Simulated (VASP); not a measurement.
Nb3Sn:

```
CELL_PARAMETERS angstrom
5.28210 0.00000 0.00000
0.00000 5.28210 0.00000
0.00000 0.00000 5.28210
ATOMIC_POSITIONS crystal
Nb 0.25000 0.00000 0.50000
Nb 0.50000 0.75000 0.00000
Nb 0.75000 0.00000 0.50000
Nb 0.50000 0.25000 0.00000
Nb 0.00000 0.50000 0.75000
Nb 0.00000 0.50000 0.25000
Sn 0.00000 0.00000 0.00000
Sn 0.50000 0.50000 0.50000
```

```yaml
Program: VASP 6.6.1
Task: relaxation of cell and atoms
Functional: PBEsol
Potentials_or_basis: VASP PAW PBE potentials, release 64 (Nb_sv, Sn_d)
Cutoff: 600 eV
k_mesh: 8 × 8 × 8
Occupations: methfessel-paxton, width 0.1 eV
Spin: no spin polarisation
```

At the start: pressure -2.5 GPa; volume 18.42 Å³/atom.

Question: How do energy, volume and symmetry change on relaxing?

Answer: Over 3 steps the energy falls by 2.1 meV/atom and the volume is 18.16 Å³/atom (-1.4 %); space group Pm-3n (No. 223, to 0.05 Å).

The path:
| step | energy change (eV) | largest force (eV/Å) | pressure (GPa) | volume (Å³) |
| --- | --- | --- | --- | --- |
| 1 | 0.0000 | 0.0000 | -2.47 | 147.37 |
| 2 | 0.0428 | 0.0000 | 5.03 | 141.40 |
| 3 | -0.0165 | 0.0000 | -0.03 | 145.28 |

Final structure:
```cif
data_structure
_symmetry_space_group_name_H-M 'P 1'
_symmetry_Int_Tables_number 1
_cell_length_a 5.2570
_cell_length_b 5.2570
_cell_length_c 5.2570
_cell_angle_alpha 90.000
_cell_angle_beta 90.000
_cell_angle_gamma 90.000
_cell_volume 145.28
loop_
_atom_site_label
_atom_site_type_symbol
_atom_site_fract_x
_atom_site_fract_y
_atom_site_fract_z
_atom_site_occupancy
Nb1 Nb 0.25000 0.00000 0.50000 1
Nb2 Nb 0.50000 0.75000 0.00000 1
Nb3 Nb 0.75000 0.00000 0.50000 1
Nb4 Nb 0.50000 0.25000 0.00000 1
Nb5 Nb 0.00000 0.50000 0.75000 1
Nb6 Nb 0.00000 0.50000 0.25000 1
Sn1 Sn 0.00000 0.00000 0.00000 1
Sn2 Sn 0.50000 0.50000 0.50000 1
```

Caveat: the PAW data sets were made with another functional, which shifts forces and pressure a little.
